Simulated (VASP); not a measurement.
These are PBEsol GGA, VASP's PBE PAW potentials (set 64) (plane waves; VASP) values and carry that method's errors.

The input files of a VASP run:

POSCAR:
```
CsH
1
    3.7242038107    -0.0000000000     0.0000000000
    0.0000000000     3.7242038107     0.0000000000
    0.0000000000     0.0000000000     3.7242038107
Cs H
1 1
Direct
  0.0000000000   0.0000000000   0.0000000000
  0.5000000000   0.5000000000   0.5000000000
```

### KPOINTS
```
Automatic mesh
0
Gamma
7 7 7
0 0 0
```

**INCAR**
```
ISIF = 3   ! ions, shape and volume
ALGO = Normal   ! blocked Davidson
ISMEAR = 0   ! Gaussian
LASPH = .True.   ! aspherical one-centre terms
LREAL = .False.
EDIFFG = -0.01   ! ionic stop
IBRION = 2
LCHARG = .False.
LMAXMIX = 4
NELM = 100
SYSTEM = CsH
SIGMA = 0.05
LWAVE = .False.
NSW = 60
GGA = PS   ! PBEsol
ENCUT = 400   ! plane-wave cut-off (eV)
EDIFF = 1E-6   ! SCF stop (eV)
PREC = Accurate
```

POTCAR, in this order: Cs_sv H (PBE.64 set). Program: vasp_std.

What VASP printed:

**OSZICAR**
```
       N       E                     dE             d eps       ncg     rms          rms(c)
DAV:   1     0.401691947308E+02    0.40169E+02   -0.38495E+03   360   0.765E+02
DAV:   2    -0.281440928963E+01   -0.42984E+02   -0.41611E+02   445   0.125E+02
DAV:   3    -0.521030140108E+01   -0.23959E+01   -0.23951E+01   448   0.353E+01
DAV:   4    -0.522139317768E+01   -0.11092E-01   -0.11091E-01   536   0.264E+00
DAV:   5    -0.522141239153E+01   -0.19214E-04   -0.19214E-04   482   0.857E-02    0.318E+00
DAV:   6    -0.466931698898E+01    0.55210E+00   -0.76758E-01   395   0.370E+00    0.131E+00
DAV:   7    -0.454973445886E+01    0.11958E+00   -0.68786E-01   402   0.330E+00    0.524E-01
DAV:   8    -0.455765270199E+01   -0.79182E-02   -0.41528E-02   385   0.105E+00    0.216E-01
DAV:   9    -0.455440708808E+01    0.32456E-02   -0.10428E-02   405   0.442E-01    0.331E-02
DAV:  10    -0.455445739406E+01   -0.50306E-04   -0.83598E-04   405   0.137E-01    0.104E-02
DAV:  11    -0.455445674978E+01    0.64428E-06   -0.91296E-06   470   0.195E-02
   1 F= -.45544567E+01 E0= -.45544567E+01  d E =-.455446E+01
```

OUTCAR:
```
------------------------ aborting loop because EDIFF is reached ----------------------------------------
  FORCE on cell =-STRESS in cart. coord.  units (eV):
  Direction    XX          YY          ZZ          XY          YZ          ZX
  --------------------------------------------------------------------------------------
  Total       -0.0022749     -0.0022749     -0.0022749      0.0000000      0.0000000     -0.0000000
  in kB       -0.0705636     -0.0705636     -0.0705636      0.0000000      0.0000000     -0.0000000
  external PRESSURE =      -0.0705636 kB  Pullay stress =       0.0000000 kB
  volume of cell :       51.65
      direct lattice vectors                 reciprocal lattice vectors
     3.724203811  0.000000000  0.000000000     0.268513769  0.000000000  0.000000000
     0.000000000  3.724203811  0.000000000     0.000000000  0.268513769  0.000000000
     0.000000000  0.000000000  3.724203811     0.000000000  0.000000000  0.268513769
 POSITION                                       TOTAL-FORCE (eV/Angst)
 -----------------------------------------------------------------------------------
      0.00000      0.00000      0.00000         0.000000      0.000000      0.000000
      1.86210      1.86210      1.86210         0.000000      0.000000      0.000000
 -----------------------------------------------------------------------------------
    total drift:                                0.000000      0.000000      0.000000
  FREE ENERGIE OF THE ION-ELECTRON SYSTEM (eV)
  ---------------------------------------------------
  free  energy   TOTEN  =        -4.5544567498 eV

  energy  without entropy=       -4.5544567498  energy(sigma->0) =       -4.55445675

 reached required accuracy - stopping structural energy minimisation
```
(Selected blocks of OUTCAR.)

The structure comes from a computed database's CsH entry (Pm-3m); how it stands against other phases isn't given here. It was relaxed first, which changed the volume by -7 %. The start is the result of an earlier pass.
